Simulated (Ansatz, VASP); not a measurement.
# BAsH2 (armchair BAs ribbon N=3 H/H2 edges): VASP beside Ansatz, part 2 of 2

Aim: how closely do two programs agree when they are given the same cell, functional and k mesh? The cell is taken from a series of runs on this material, whose earlier steps may have relaxed, scaled, displaced or heated it; both programs get it as it stands.

VASP 6.6.1 and Ansatz 0.2.0.

So far: Starting point; VASP: single point, HSE06.

### 3. Ansatz: single point, HSE06

Level of this step: Ansatz beside VASP: Kohn-Sham DFT, plane waves, HSE06 (Ansatz).

Ansatz runs on its default PAW (the set named soft_2) files.

The same cell, functional, mesh and smearing now go to Ansatz, which takes its cutoff from its data sets.

input.yaml reads:

```yaml
crystal:
  lattice:
    - [12.489, 0.0, 0.0]
    - [0.0, 9.448, 0.0]
    - [0.0, 0.0, 5.9148176196]
  atoms:
    - { symbol: B, position: [0.381983778, 0.5, 0.995513785] }
    - { symbol: B, position: [0.666566087, 0.5, 0.984484329] }
    - { symbol: As, position: [0.385737642, 0.5, 0.32089449] }
    - { symbol: As, position: [0.65293164, 0.5, 0.334159227] }
    - { symbol: H, position: [0.717021907, 0.620772635, 0.434267455] }
    - { symbol: H, position: [0.717021907, 0.379227365, 0.434267455] }
    - { symbol: H, position: [0.280502132, 0.5, 0.44396138] }
    - { symbol: B, position: [0.512137257, 0.5, 0.509483802] }
    - { symbol: As, position: [0.517436797, 0.5, 0.834029341] }
    - { symbol: H, position: [0.297426007, 0.5, 0.901228191] }
    - { symbol: H, position: [0.713443576, 0.607588642, 0.936593367] }
    - { symbol: H, position: [0.713443576, 0.392411358, 0.936593367] }
kpoints:
  mp_grid: { grid: [1, 1, 6] }
scf:
  occupations: { method: fermi_dirac, width: 0.05 }
hamiltonian:
  xc: hse06
```

The run is started by

```
$ ansatz run input.yaml --threads 8 --pin off --max-ram 16384MiB --backend cpu --events-out ev --progress --plain --runs-dir out
```

Numbers of over 12 decimals in the logs are rounded to 6 here.

The log of the run:

```text
exact exchange: scf.exx.singularity resolves to wigner_seitz, which cuts the screened interaction at the faces of the exchange supercell's Wigner-Seitz cell, so that each pair interacts once, at the shortest of its separations (the periodic images that this leaves out come, for a point-like exchange hole, to about 0.004 eV on a filled level). The cut falls within the interaction's reach, and what an exchange supercel [...]
Engine: ansatz 0.2.0, x86_64-unknown-linux-gnu
Pseudopotentials: kind: paw
Pseudopotential: B, paw, valence charge 3, recommended cutoff 420 eV (normal), B.paw.azcp
Pseudopotential: As, paw, valence charge 15, recommended cutoff 420 eV (normal), As.paw.azcp
Pseudopotential: H, paw, valence charge 1, recommended cutoff 420 eV (normal), H.paw.azcp
Functional definition: HSE06
  parameter a = 0.25
  parameter omega = 0.11/bohr
  exchange = pbe_x - a*pbe_x_sr(omega) + a*exact_x_sr(omega)
  correlation = pbe_c
Crystal: 12 atoms, lattice volume = 697.925 Å³
Basis set: ecut = 420 eV, 13629 PW (Γ)
Bands: 42, of which v1, the nominal top of the filled ones, is band 30 counted from 1 (29 counted from 0)
Symmetry: 2 space group operations
Space group: Pm (ITA 6), of the structure as read, at distance tolerance 8.9e-5 Å
k-points: 4 of 6 (time reversal used)
Non-local potential: B, projectors of the file, l = 0: 2, l = 1: 2, l = 2: 1
Non-local potential: As, projectors of the file, l = 0: 2, l = 1: 2, l = 2: 3, l = 3: 1
Non-local potential: H, projectors of the file, l = 0: 2, l = 1: 1
PAW form: soft (Blöchl's): semilocal exchange-correlation on the pseudo side does not see the compensation charge
PAW frozen core: B, regenerated for the run's functional, and the local potential with it (the file was generated under x = pbe(κ = 0.804, μ = 0.219515), c = pbe(β = 0.066725))
PAW frozen core: As, regenerated for the run's functional, and the local potential with it (the file was generated under x = pbe(κ = 0.804, μ = 0.219515), c = pbe(β = 0.066725))
PAW one-centre angular grid: B, 110 points (default); XC on 64 Gauss nodes
PAW one-centre angular grid: As, 590 points (default); XC on 64 Gauss nodes
PAW one-centre angular grid: H, 110 points (default); XC on 64 Gauss nodes
Initial density: superposition of atomic densities (neutral atoms: chi_scale 0, normalization atom), corrected by the library's trained network
Initial wavefunctions: pseudopotential atomic-orbital guess
Functional: x = pbe(κ = 0.804, μ = 0.219515), c = pbe(β = 0.066725), warm-up for x = pbe(κ = 0.804, μ = 0.219515) + 0.25 (exact − pbe) at short range (hse, ω = 0.207870 Å⁻¹), c = pbe(β = 0.066725); HSE06 as pw.x's `hse` composes it (authors' and Libxc's form: `xc: wpbeh`)
SCF iter   1: F=—  HF=-15129.054037 eV  |F-HF|=—  |Δ(HF+E_count)|=         —  Δρ=1.48e-3  dr2=4.07e-2  ethr=1.77e-3  ⟨swp⟩=15.5  Hψ=1017  notcnv=0  reapply=1
preconditioner: auto → none  [insulator: Δε(μ)=0.824 eV  Ē_g=10.067 eV  σ=0.050 eV  W_gap=1.00  n_scr=72 (ndim 8)  ℏωp=7.7 eV  f_vac=0.717  D(μ)=0.00/eV (n_scr^D=0)]
SCF iter   2: F=—  HF=-15129.055449 eV  |F-HF|=—  |Δ(HF+E_count)|=   1.41e-3  Δρ=7.87e-4  dr2=6.77e-3  ethr=6.79e-5  ⟨swp⟩=5.5  Hψ=469  notcnv=0  defer=2
SCF iter   3: F=—  HF=-15129.058745 eV  |F-HF|=—  |Δ(HF+E_count)|=   3.30e-3  Δρ=3.32e-4  dr2=1.60e-3  ethr=1.13e-5  ⟨swp⟩=5.2  Hψ=426  notcnv=0  defer=6
SCF iter   4: F=—  HF=-15129.059928 eV  |F-HF|=—  |Δ(HF+E_count)|=   1.18e-3  Δρ=1.79e-4  dr2=5.91e-4  ethr=2.66e-6  ⟨swp⟩=6.0  Hψ=437  notcnv=0
iter 5 solved again at ethr=7.64e-8 eV; its pass at ethr=9.84e-7 eV (dr2=4.58e-5 eV) is discarded
SCF iter   5: F=-15129.059973 eV  HF=-15129.059977 eV  |F-HF|=4.03e-6  |Δ(HF+E_count)|=   4.90e-5  Δρ=6.15e-5  dr2=4.81e-5  ethr=7.64e-8  ⟨swp⟩=4.2  Hψ=723  notcnv=0
SCF 1 stopped early in 5 iterations: F = -15129.059973 eV  dr2 = 4.81e-5
  greatest PAW one-centre occupation: 0.999 electrons in one spin orbital (limit 2), on the As atom at site 3 (counted from 0), in its partial waves of l = 2
Initial density: handed on by an earlier stage of this run
Initial wavefunctions: those handed on with the density
Functional: x = pbe(κ = 0.804, μ = 0.219515) + 0.25 (exact − pbe) at short range (hse, ω = 0.207870 Å⁻¹), c = pbe(β = 0.066725); HSE06 as pw.x's `hse` composes it (authors' and Libxc's form: `xc: wpbeh`)
Exchange kernel: α = 0.2500, screened, ω = 0.2079 Å⁻¹, Wigner–Seitz truncation, v(0) = 966.5130 eV·Å³, q-mesh 1×1×6, nearest image of the exchange supercell L = 9.45 Å, pair-density grid 54×45×27, without the augmentation charges, whose exchange is taken in its separable form by FFT convolution over the k-point mesh (sized by the pseudopotential files, 90×64×40 at the most)
Frozen-core exchange: fock
SCF iter   1: F=—  HF=-15133.107707 eV  |F-HF|=—  |Δ(HF+E_count)|=         —  Δρ=2.59e-3  dr2=4.78e-2  ethr=8.02e-7  ⟨swp⟩=17.2  Hψ=1144  notcnv=0
preconditioner: auto → none  [insulator: Δε(μ)=1.349 eV  Ē_g=10.899 eV  σ=0.050 eV  W_gap=1.00  n_scr=72 (ndim 8)  ℏωp=7.4 eV  f_vac=0.716  D(μ)=0.00/eV (n_scr^D=0)]
SCF iter   2: F=—  HF=-15133.078973 eV  |F-HF|=—  |Δ(HF+E_count)|=   2.87e-2  Δρ=1.25e-3  dr2=1.46e-2  ethr=8.02e-7  ⟨swp⟩=4.8  Hψ=619  notcnv=0
SCF iter   3: F=—  HF=-15133.076354 eV  |F-HF|=—  |Δ(HF+E_count)|=   2.62e-3  Δρ=5.87e-4  dr2=2.98e-3  ethr=8.02e-7  ⟨swp⟩=4.0  Hψ=471  notcnv=0
SCF iter   4: F=—  HF=-15133.091868 eV  |F-HF|=—  |Δ(HF+E_count)|=   1.55e-2  Δρ=4.85e-4  dr2=1.29e-3  ethr=8.02e-7  ⟨swp⟩=4.5  Hψ=556  notcnv=0  defer=1
SCF iter   5: F=—  HF=-15133.091437 eV  |F-HF|=—  |Δ(HF+E_count)|=   4.32e-4  Δρ=1.49e-4  dr2=1.50e-4  ethr=8.02e-7  ⟨swp⟩=3.0  Hψ=399  notcnv=0
SCF iter   6: F=—  HF=-15133.091413 eV  |F-HF|=—  |Δ(HF+E_count)|=   2.34e-5  Δρ=5.67e-5  dr2=9.32e-5  ethr=1.77e-7  ⟨swp⟩=3.0  Hψ=343  notcnv=0
SCF iter   7: F=—  HF=-15133.091703 eV  |F-HF|=—  |Δ(HF+E_count)|=   2.90e-4  Δρ=6.12e-5  dr2=3.63e-5  ethr=7.41e-8  ⟨swp⟩=4.5  Hψ=428  notcnv=0  defer=1
SCF iter   8: F=-15133.091693 eV  HF=-15133.091694 eV  |F-HF|=6.02e-7  |Δ(HF+E_count)|=   9.18e-6  Δρ=1.63e-5  dr2=4.61e-6  ethr=5.49e-8  ⟨swp⟩=3.0  Hψ=327  notcnv=0
SCF 2 stopped early in 8 iterations: F = -15133.091693 eV  dr2 = 4.61e-6
hybrid outer 1: dexx = +1.856e-2 eV, tail = 1.43e-4 eV
Exchange kernel: α = 0.2500, screened, ω = 0.2079 Å⁻¹, Wigner–Seitz truncation, v(0) = 966.5130 eV·Å³, q-mesh 1×1×6, nearest image of the exchange supercell L = 9.45 Å, pair-density grid 54×45×27, without the augmentation charges, whose exchange is taken in its separable form by FFT convolution over the k-point mesh (sized by the pseudopotential files, 90×64×40 at the most)
Frozen-core exchange: fock
SCF iter   1: F=—  HF=-15133.092372 eV  |F-HF|=—  |Δ(HF+E_count)|=         —  Δρ=2.40e-5  dr2=4.73e-6  ethr=1.19e-6  ⟨swp⟩=11.2  Hψ=475  notcnv=0
preconditioner: auto → none  [insulator: Δε(μ)=1.302 eV  Ē_g=10.921 eV  σ=0.050 eV  W_gap=1.00  n_scr=72 (ndim 8)  ℏωp=7.4 eV  f_vac=0.717  D(μ)=0.00/eV (n_scr^D=0)]
iter 2 solved again at ethr=3.51e-10 eV; its pass at ethr=7.16e-9 eV (dr2=2.11e-7 eV) is discarded
SCF iter   2: F=—  HF=-15133.092371 eV  |F-HF|=—  |Δ(HF+E_count)|=   6.14e-7  Δρ=6.69e-6  dr2=5.38e-7  ethr=3.51e-10  ⟨swp⟩=3.5  Hψ=794  notcnv=0  defer=11
SCF iter   3: F=—  HF=-15133.092372 eV  |F-HF|=—  |Δ(HF+E_count)|=   1.33e-6  Δρ=4.45e-6  dr2=1.69e-7  ethr=3.51e-10  ⟨swp⟩=4.5  Hψ=456  notcnv=0  defer=6
SCF iter   4: F=-15133.092372 eV  HF=-15133.092372 eV  |F-HF|=5.14e-9  |Δ(HF+E_count)|=   3.28e-8  Δρ=8.87e-7  dr2=2.71e-8  ethr=2.02e-10  ⟨swp⟩=4.0  Hψ=337  notcnv=0  defer=5
SCF 3 converged in 4 iterations: F = -15133.092372 eV  dr2 = 2.71e-8
hybrid outer 2: dexx = +1.821e-6 eV, tail = 1.00e-7 eV, Δε = 1.83e-3 eV (about 9.55e-5 eV left of the loop's levels)
hybrid SCF converged: 2 outer / 12 inner (+5 warm-up), last move |dexx| = 1.82e-6 eV, tail = 1.00e-7 eV
Stability not checked: this state was not tested for a lower state beside it, because the functional holds exact exchange (a hybrid, or Hartree-Fock), whose exchange loop this test does not read (fock_operator; see scf.lower_state_search)
Free energy (F): -15133.092373 eV
Frozen-core exchange: fock
Harris-Foulkes:  -15133.092373 eV  (|F-HF|=5.14e-9)
Internal energy: -15133.092372 eV  (E = F + TS)
E sigma→0 (E₀):  -15133.092372 eV
Entropy (-TS):   -0.000001 eV (-0.000 meV/atom)
Fermi energy:    -2.146193 eV
--- Per-component energies (eV) ---
  E_band       = -1547.248525
  E_kinetic    = 525.382765
  E_local      = -17008.243370  (includes V_loc(G=0)·N_el)
  E_nonlocal   = -1965.673979
  E_hartree    = 8392.624499
  E_xc         = -309.694526
  E_vxc        = -332.961891  (∫ρ·V_xc dr)
  E_exx        = -209.889056  (= α·E_x^exact, valence–valence)
  E_paw        = -5610.974815  (= ΣΔE_a)
  E_vpaw       = 868.786050  (= ΣTr[D̂ρ^β])
  E_aug_tail   = -0.007393  (compensation charges beyond the density's cutoff)
  E_ewald      = 1055.701904
  E_core_change = -2.318401  (= ΣΔE_core)
  E_smearing   = -0.000001  (= −TS)
  E_closure    = -0.000000  (closes the sum)
  Σ components = -15133.092373   (vs F -15133.092373, Δ=-1.82e-12)
--- Band table (eV) ---
  k-point 0: bands = [... 26 lower, -5.6889, -5.6825, -5.5875, -2.7970, -1.4954]
  k-point 1: bands = [... 26 lower, -5.8750, -5.6290, -5.5753, -3.2603, -1.0621]
  k-point 2: bands = [... 26 lower, -6.2890, -5.9111, -5.2736, -3.9886, -0.4002]
  k-point 3: bands = [... 26 lower, -6.3915, -6.1922, -4.9556, -4.4657, 0.0162]
  guard bands above this table: 11 of the run's 42 bands. The solve was not asked for them (output.publish_guard_bands: true or output.eigenvalues: true publishes all)
```

### 4. Comparison

Known differences besides the potentials themselves: exact exchange at q = 0 is treated differently, which shows on coarse meshes; VASP keeps PBE cores, Ansatz makes them for the functional; the data sets hold 60 valence electrons in Ansatz (on its default PAW (the set named soft_2) files) and 30 in VASP; VASP takes a coarser grid for exact exchange (PRECFOCK = Fast). Total energies have different zeros and are not compared.

Compared:

```tsv
quantity	Ansatz	VASP	difference
gap on the k mesh (eV)	1.302	1.305	-0.004
```

A gap on the mesh is an upper bound, since the band edges may lie between its points.

### 5. What came out

| Property | Result |
| --- | --- |
| difference in gap on the k mesh (single point, HSE06) | -0.0036 eV |

In words: The difference in gap on the k mesh is -0.0036 eV (single point, HSE06), within the 0.08 eV picked in this series as the mark of a large difference. The data sets hold unlike numbers of valence electrons (60 in Ansatz and 30 in VASP), so part of the differences comes from the potentials. Such differences can come from data sets, numerical settings and the points named under the comparisons, not from the functional's error against experiment.

[Lines on the potential files, build, host, timing and source positions are cut from VASP's logs without a mark.]

[Logs are printed without paths, hosts, clocks, repeated set-up lines and the standing remarks that a program may print on its own settings, such as how far it seeks lower states.]

[Hosts, paths, dates, database ids (printed as entryN), source tags and the programs' standing remarks are cut or masked in the printed files.]
